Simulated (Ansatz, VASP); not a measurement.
# Two plane-wave programs on SiC2F

```
Si C F
1.0
     4.72779    0.00000    0.00000
    -2.36389    4.09438    0.00000
     0.00000    0.00000    3.10082
Si C F
1 2 1
Cartesian
  0.0000 0.0000 1.5504
  0.0000 2.7296 1.5504
  2.3639 1.3648 1.5504
  0.0000 0.0000 0.0000
```

Alike in both runs: task single point; functional PBE; k mesh 6 × 6 × 6; occupations gaussian, width 0.1 eV; no spin polarisation.

```csv
,VASP,Ansatz
version,VASP 6.6.1,Ansatz 0.2.0
potentials or method,"VASP PAW PBE potentials, release 64 (Si, C, F)","scalar-relativistic, plane waves, PAW"
plane-wave cutoff (eV),520,420
valence electrons in the cell,19,19
```

```tsv
	VASP	Ansatz	Ansatz less VASP
gap on the k mesh at the Fermi level (eV)	none	none	-
pressure (GPa)	-1.3	-1.7	-0.38
largest component of the traceless stress (GPa)	52.70	51.53	-1.171
```

A gap of «none» marks a metal or a gap that the smearing closes.

Caveats: an odd number of electrons without spin polarisation forces a metal; a magnetic or distorted state may lie lower.
